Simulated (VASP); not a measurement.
## Relaxed cell of Si2W: a test of cutoff and mesh

How far does the relaxed cell of Si2W depend on cutoff and k mesh? The starting structure is a measured crystal structure from the Crystallography Open Database. The first relaxation on each setting starts from this cell expanded by 3 % in volume.

Calculated with VASP 6.6.1; Kohn-Sham DFT with plane waves and PAW; PBEsol.

## (1) The starting structure

It takes space group I4/mmm (No. 139, tetragonal). Conventional cell: a = 3.214 Å, b = 3.214 Å, c = 7.830 Å, α = 90.00°, β = 90.00°, γ = 90.00°. Nearest to W lie 10 Si at 2.62 Å. Nearest to Si lie 5 Si at 2.59 to 2.63 Å and 5 W at 2.62 Å. Farther neighbours are not listed.

Structure file:

```cif
data_structure
_symmetry_space_group_name_H-M 'I4/mmm'
_symmetry_Int_Tables_number 139
_cell_length_a 3.2138
_cell_length_b 3.2138
_cell_length_c 7.8299
_cell_angle_alpha 90.000
_cell_angle_beta 90.000
_cell_angle_gamma 90.000
_cell_volume 80.87
loop_
_atom_site_label
_atom_site_type_symbol
_atom_site_symmetry_multiplicity
_atom_site_Wyckoff_symbol
_atom_site_fract_x
_atom_site_fract_y
_atom_site_fract_z
_atom_site_occupancy
W1 W 2 a 0.00000 0.00000 0.00000 1
Si1 Si 4 e 0.00000 0.00000 0.66530 1
```

## (2) Reference relaxation

This run starts from the cell of an earlier relaxation, which isn't shown; the restart sets up the plane waves anew.

The input, INCAR:

```
SYSTEM = Si2W
PREC = Accurate
ENCUT = 450
EDIFF = 1E-06
NELM = 100
ISMEAR = 0
SIGMA = 0.05
LREAL = .FALSE.
ALGO = Normal
GGA = PS
NBANDS = 13
LASPH = .TRUE.
LORBIT = 11
LWAVE = .FALSE.
LCHARG = .FALSE.
KPAR = 4
IBRION = 2
NSW = 50
ISIF = 3
EDIFFG = -0.006
```

The input, POSCAR:

```
Si2W
1.0
    0.0000000000     -3.2010415477      0.0000000000
   -3.2010415477      0.0000000000      0.0000000000
    1.6005207739     -1.6005207739     -3.9073589165
W Si
1 2
Direct
    0.0000000000      0.0000000000      0.0000000000
    0.6655954464      0.3344045536      0.6688091071
    0.3344045536      0.6655954464      0.3311908929
```

The input, KPOINTS:

```
Automatic mesh
0
Gamma
12 12 12
0 0 0
```

PAW data sets: W and Si (PBE family, release 64).

Started as:

```console
$ mpirun -np 4 vasp_std
```

The log of the run:

```text
[banner, memory and clock lines left out]
running    4 mpi-ranks, on    1 nodes
 distrk:  each k-point on    1 cores,    4 groups
 distr:  one band on    1 cores,    1 groups

 POSCAR found type information on POSCAR W Si
 POSCAR found :  2 types and       3 ions
|                                                                             |
|               ----> ADVICE to this user running VASP <----                  |
|                                                                             |
|     You enforced a specific xc type in the INCAR file but a different       |
|     [... a line on the potential file left out ...]
|     I HOPE YOU KNOW WHAT YOU ARE DOING!                                     |
|                                                                             |

 LDA part: xc-table for (Slater+PW92), standard interpolation
 POSCAR, INCAR and KPOINTS ok, starting setup
 FFT: planning ... GRIDC
 FFT: planning ... GRID_SOFT
 FFT: planning ... GRID
 WAVECAR not read
 entering main loop
       N       E                     dE             d eps       ncg     rms          rms(c)
DAV:   1     0.216271213216E+02    0.21627E+02   -0.54583E+03  4270   0.827E+02
DAV:   2    -0.255208123538E+02   -0.47148E+02   -0.43189E+02  5352   0.175E+02
DAV:   3    -0.275919304953E+02   -0.20711E+01   -0.20284E+01  5876   0.300E+01
DAV:   4    -0.276155387490E+02   -0.23608E-01   -0.23591E-01  4974   0.371E+00
DAV:   5    -0.276158808546E+02   -0.34211E-03   -0.34206E-03  6015   0.380E-01    0.269E+01
DAV:   6    -0.268709825871E+02    0.74490E+00   -0.20716E+00  6232   0.901E+00    0.113E+01
DAV:   7    -0.267490266750E+02    0.12196E+00   -0.20080E-01  4823   0.299E+00    0.553E+00
DAV:   8    -0.267251168773E+02    0.23910E-01   -0.39124E-02  5534   0.141E+00    0.522E-01
DAV:   9    -0.267248253726E+02    0.29150E-03   -0.20278E-03  5050   0.306E-01    0.285E-01
DAV:  10    -0.267247911986E+02    0.34174E-04   -0.31722E-04  5366   0.112E-01    0.581E-02
DAV:  11    -0.267247743609E+02    0.16838E-04   -0.48552E-05  5335   0.483E-02    0.208E-02
DAV:  12    -0.267247745530E+02   -0.19212E-06   -0.15937E-06  3743   0.993E-03
   1 F= -.26724775E+02 E0= -.26724654E+02  d E =-.267248E+02
 curvature:   0.00 expect dE= 0.000E+00 dE for cont linesearch  0.000E+00
 trial: gam= 0.00000 g(F)=  0.447E-08 g(S)=  0.253E-05 ort = 0.000E+00 (trialstep = 0.100E+01)
 search vector abs. value=  0.254E-05
 reached required accuracy - stopping structural energy minimisation
```

Elapsed: 23 s, on 4 MPI ranks of AMD EPYC 7R43, shared host; peak memory 0.65 GiB.

Lines that name or quote the potential files are left out of all logs, and their timing lines are given in words.

From OUTCAR (step 2):

```text
ion  position               nearest neighbor table
   1  0.000  0.000  0.000-   2 2.61   3 2.61   3 2.61   2 2.61   2 2.61   3 2.61   3 2.61   2 2.61
                             3 2.61   2 2.61
   2  0.666  0.334  0.669-   3 2.59   1 2.61   1 2.61   1 2.61   1 2.61   1 2.61   3 2.62   3 2.62
                             3 2.62   3 2.62
   3  0.334  0.666  0.331-   2 2.59   1 2.61   1 2.61   1 2.61   1 2.61   1 2.61   2 2.62   2 2.62
                             2 2.62   2 2.62

  LATTYP: Found a body centered tetragonal cell.
 ALAT       =     3.2010415477
 C/A-ratio  =     2.4413047180

 Subroutine GETGRP returns: Found 16 space group operations
 (whereof 16 operations were pure point group operations)

The static configuration has the point symmetry D_4h.

 Found    163 irreducible k-points:

   k-points           NKPTS =    163   k-points in BZ     NKDIM =    163   number of bands    NBANDS=     13

   dimension x,y,z NGX =    24 NGY =   24 NGZ =   32
   dimension x,y,z NGXF=    48 NGYF=   48 NGZF=   64

   ENCUT  =  450.0 eV  33.07 Ry    5.75 a.u.   5.54  5.54  7.81*2*pi/ulx,y,z

   NELECT =      14.0000    total number of electrons

 k-points in reciprocal lattice and weights: Automatic mesh
   0.00000000  0.00000000  0.00000000       0.001
   0.08333333  0.00000000  0.00000000       0.005
   0.16666667  0.00000000 -0.00000000       0.005
   0.25000000  0.00000000  0.00000000       0.005
   0.33333333  0.00000000  0.00000000       0.005
   0.41666667  0.00000000  0.00000000       0.005
   0.50000000  0.00000000  0.00000000       0.002
   0.08333333  0.08333333  0.00000000       0.002
   0.16666667  0.08333333 -0.00000000       0.009
[...]
-0.08333333  0.08333333  0.41666667       0.002
   0.00000000  0.00000000  0.50000000       0.001

 average (electrostatic) potential at core
       1 -34.5060       2 -78.9486       3 -78.9486

 E-fermi :  10.6178

 k-point     1 :       0.0000    0.0000    0.0000
  band No.  band energies     occupation
    ...
      2       3.6495      2.00000
      3       6.8296      2.00000
      4       7.1622      2.00000
      5       7.7053      2.00000
      6       7.7053      2.00000
      7      11.1849      0.00000
      8      13.4231      0.00000
      9      13.4828      0.00000
     10      13.7535      0.00000
     11      13.7535      0.00000
    ...

 k-point     2 :       0.0833    0.0000    0.0000
  band No.  band energies     occupation
    ...
      2       3.6611      2.00000
      3       6.4206      2.00000
      4       7.1654      2.00000
      5       7.7949      2.00000
      6       7.8655      2.00000
      7      10.6843      0.05968
      8      13.0288      0.00000
      9      13.3165      0.00000
     10      13.8800      0.00000
     11      14.3228      0.00000
    ...

 k-point     3 :       0.1667    0.0000   -0.0000
  band No.  band energies     occupation
    ...
      3       5.6853      2.00000
      4       7.0732      2.00000
      5       8.0361      2.00000
      6       8.0477      2.00000
      7       9.8345      2.00000
      8      12.2141      0.00000
      9      12.9034      0.00000
     10      14.7332      0.00000
     11      15.0627      0.00000
     12      15.5934      0.00000
    ...

  Total       -0.0032764     -0.0032764      0.0116584      0.0000000      0.0000000     -0.0000000
  in kB       -0.1311101     -0.1311101      0.4665360      0.0000000      0.0000000     -0.0000000
  external PRESSURE =       0.0681052 kB  Pullay stress =       0.0000000 kB

  energy-cutoff  :      450.00
  volume of cell :       40.04
      direct lattice vectors                 reciprocal lattice vectors
     0.000000000 -3.201041548  0.000000000     0.000000000 -0.312398319  0.127963673
    -3.201041548  0.000000000  0.000000000    -0.312398319  0.000000000 -0.127963673
     1.600520774 -1.600520774 -3.907358916     0.000000000  0.000000000 -0.255927347

 POSITION                                       TOTAL-FORCE (eV/Angst)
 -----------------------------------------------------------------------------------
      0.00000      0.00000      0.00000         0.000000     -0.000000      0.000000
     -0.00000     -3.20104     -2.61328         0.000000     -0.000000     -0.000215
     -1.60052     -1.60052     -1.29408        -0.000000      0.000000      0.000215
 -----------------------------------------------------------------------------------
    total drift:                                0.000000     -0.000000      0.000000

  FREE ENERGIE OF THE ION-ELECTRON SYSTEM (eV)
  ---------------------------------------------------
  free  energy   TOTEN  =       -26.7247745530 eV

  energy  without entropy=      -26.7245333327  energy(sigma->0) =      -26.72465394

 reached required accuracy - stopping structural energy minimisation

 total charge
# of ion       s       p       d       tot
------------------------------------------
    1        0.562   0.684   4.540   5.786
    2        0.736   0.896   0.000   1.633
    3        0.736   0.896   0.000   1.633
--------------------------------------------------
tot          2.035   2.476   4.540   9.051

[... 3 further parts left out ...]
```

The PAW data sets were made with PBE, which is usual practice but a small mismatch for other functionals. The data set W keeps the semicore shell frozen, which is cheaper and a little less accurate. The run keeps the 16 symmetry operations of its start, so it cannot find a distortion of lower symmetry.

The reference relaxation ends at 13.346 Å³ an atom.

## (3) Relaxation with a cutoff of 250 eV

Against step 2 the input has ENCUT = 250. This run starts from the cell of an earlier relaxation, which isn't shown; the restart sets up the plane waves anew.

Edit INCAR of step 2 so:

```diff
@@ -2,3 +2,3 @@
 PREC = Accurate
-ENCUT = 450
+ENCUT = 250
 EDIFF = 1E-06
```

The input, POSCAR:

```
Si2W
1.0
    0.0000000000     -3.1994019011      0.0000000000
   -3.1994019011      0.0000000000      0.0000000000
    1.5997009506     -1.5997009506     -3.9064453511
W Si
1 2
Direct
    0.0000000000      0.0000000000      0.0000000000
    0.6656311730      0.3343688270      0.6687376540
    0.3343688270      0.6656311730      0.3312623460
```

KPOINTS is that of step 2.

Started as:

```console
$ mpirun -np 4 vasp_std
```

The log of the run:

```text
[banner, memory and clock lines left out]
running    4 mpi-ranks, on    1 nodes
[...]
[... a notice as in an earlier step ...]

 LDA part: xc-table for (Slater+PW92), standard interpolation
 POSCAR, INCAR and KPOINTS ok, starting setup
[...]
entering main loop
       N       E                     dE             d eps       ncg     rms          rms(c)
DAV:   1    -0.301142674381E+01   -0.30114E+01   -0.38327E+03  5091   0.495E+02
DAV:   2    -0.268746887991E+02   -0.23863E+02   -0.22063E+02  5534   0.107E+02
DAV:   3    -0.275612440979E+02   -0.68656E+00   -0.67871E+00  5501   0.163E+01
DAV:   4    -0.275661335417E+02   -0.48894E-02   -0.48857E-02  5108   0.148E+00
[...]
DAV:  10    -0.266732100338E+02    0.17755E-04   -0.26613E-04  5304   0.964E-02    0.767E-02
DAV:  11    -0.266731931612E+02    0.16873E-04   -0.43325E-05  5133   0.406E-02    0.189E-02
DAV:  12    -0.266731933695E+02   -0.20826E-06   -0.12995E-06  3370   0.809E-03
   1 F= -.26673193E+02 E0= -.26673079E+02  d E =-.266732E+02
[...]
N       E                     dE             d eps       ncg     rms          rms(c)
DAV:   1    -0.266731972135E+02   -0.40523E-05   -0.25633E-04  4934   0.106E-01    0.284E-02
DAV:   2    -0.266731931406E+02    0.40729E-05   -0.89192E-06  5364   0.210E-02    0.106E-02
DAV:   3    -0.266731921316E+02    0.10090E-05   -0.10170E-06  2872   0.661E-03    0.518E-03
DAV:   4    -0.266731917976E+02    0.33402E-06   -0.31384E-07  2354   0.333E-03
   2 F= -.26673192E+02 E0= -.26673078E+02  d E =0.157188E-05
 trial-energy change:    0.000002  1 .order    0.000001   -0.000008    0.000011
 step:   0.4466(harm=  0.4466)  dis= 0.00001  next Energy=   -26.673195 (dE=-0.189E-05)
[...]
N       E                     dE             d eps       ncg     rms          rms(c)
DAV:   1    -0.266731959285E+02   -0.37968E-05   -0.76770E-05  4859   0.580E-02    0.159E-02
DAV:   2    -0.266731949546E+02    0.97387E-06   -0.28114E-06  5159   0.118E-02
   3 F= -.26673195E+02 E0= -.26673081E+02  d E =-.158511E-05
[...]
reached required accuracy - stopping structural energy minimisation
```

Wall time 12 s (4 MPI ranks); peak memory 0.42 GiB; 47 s of CPU time.

From OUTCAR (step 3):

```text
  Total       -0.0030153     -0.0030153     -0.0041348      0.0000000     -0.0000000      0.0000000
  in kB       -0.1207967     -0.1207967     -0.1656442      0.0000000     -0.0000000      0.0000000
  external PRESSURE =      -0.1357458 kB  Pullay stress =       0.0000000 kB

 POSITION                                       TOTAL-FORCE (eV/Angst)
 -----------------------------------------------------------------------------------
      1.59970     -1.59970     -3.90709         0.000000      0.000000     -0.000000
      0.00000     -3.19940     -2.61281         0.000000     -0.000000     -0.000344
     -1.59970     -1.59970     -1.29428        -0.000000      0.000000      0.000344
 -----------------------------------------------------------------------------------
    total drift:                               -0.000000      0.000000     -0.000000

  FREE ENERGIE OF THE ION-ELECTRON SYSTEM (eV)
  ---------------------------------------------------
  free  energy   TOTEN  =       -26.6731949546 eV

  energy  without entropy=      -26.6729665485  energy(sigma->0) =      -26.67308075

[... 2 parts as in an earlier step ...]

[... 2 further parts left out ...]
[key lines of the parts left out:]
E-fermi :  10.6390
```

With a cutoff of 250 eV the cell ends at 13.331 Å³ an atom, -0.11 % from the reference.

## (4) Relaxation with a 6×6×6 mesh

Against step 2 the input has a 6×6×6 mesh. This run starts from the cell of an earlier relaxation, which isn't shown; the restart sets up the plane waves anew.

Edit INCAR of step 3 so:

```diff
@@ -2,3 +2,3 @@
 PREC = Accurate
-ENCUT = 250
+ENCUT = 450
 EDIFF = 1E-06
```

The input, POSCAR:

```
Si2W
1.0
    0.0000000000     -3.2012780092      0.0000000000
   -3.2012780092      0.0000000000      0.0000000000
    1.6006390046     -1.6006390046     -3.9052789456
W Si
1 2
Direct
    0.0000000000      0.0000000000      0.0000000000
    0.6655718252      0.3344281748      0.6688563496
    0.3344281748      0.6655718252      0.3311436504
```

The input, KPOINTS:

```
Automatic mesh
0
Gamma
6 6 6
0 0 0
```

Started as:

```console
$ mpirun -np 4 vasp_std
```

The log of the run:

```text
[... set-up lines as in an earlier step ...]
 entering main loop
       N       E                     dE             d eps       ncg     rms          rms(c)
DAV:   1     0.182365106149E+02    0.18237E+02   -0.54430E+03   812   0.829E+02
DAV:   2    -0.258442240127E+02   -0.44081E+02   -0.40990E+02   992   0.169E+02
DAV:   3    -0.275923310486E+02   -0.17481E+01   -0.17127E+01  1054   0.286E+01
DAV:   4    -0.276099632112E+02   -0.17632E-01   -0.17610E-01   942   0.337E+00
[...]
DAV:  10    -0.267308301343E+02    0.36902E-04   -0.31853E-04  1000   0.111E-01    0.599E-02
DAV:  11    -0.267308129107E+02    0.17224E-04   -0.46648E-05   971   0.473E-02    0.198E-02
DAV:  12    -0.267308131120E+02   -0.20133E-06   -0.15669E-06   679   0.974E-03
   1 F= -.26730813E+02 E0= -.26730813E+02  d E =-.267308E+02
[...]
reached required accuracy - stopping structural energy minimisation
```

The job ended after 5.8 s (4 MPI ranks; peak memory 0.44 GiB; 20 s of CPU time).

Parts of OUTCAR (step 4):

```text
  Total       -0.0026252     -0.0026252      0.0108352      0.0000000      0.0000000      0.0000000
  in kB       -0.1050919     -0.1050919      0.4337607      0.0000000      0.0000000      0.0000000
  external PRESSURE =       0.0745257 kB  Pullay stress =       0.0000000 kB

 POSITION                                       TOTAL-FORCE (eV/Angst)
 -----------------------------------------------------------------------------------
      0.00000      0.00000      0.00000        -0.000000     -0.000000      0.000000
     -0.00000     -3.20128     -2.61207         0.000000      0.000000      0.000358
     -1.60064     -1.60064     -1.29321         0.000000      0.000000     -0.000358
 -----------------------------------------------------------------------------------
    total drift:                                0.000000     -0.000000     -0.000000

  FREE ENERGIE OF THE ION-ELECTRON SYSTEM (eV)
  ---------------------------------------------------
  free  energy   TOTEN  =       -26.7308131120 eV

  energy  without entropy=      -26.7308131117  energy(sigma->0) =      -26.73081311

[... 1 part as in an earlier step ...]

[... 3 further parts left out ...]
[key lines of the parts left out:]
E-fermi :  10.5599
```

With a 6×6×6 mesh the cell ends at 13.341 Å³ an atom, -0.04 % from the reference.

[end of part 1 of 2]

[Lines on the potential files, build, host, timing and source positions are cut from VASP's logs without a mark.]

[Logs are printed without paths, hosts, clocks, repeated set-up lines and the standing remarks that a program may print on its own settings, such as how far it seeks lower states.]

[Hosts, paths, dates, database ids (printed as entryN), source tags and the programs' standing remarks are cut or masked in the printed files.]
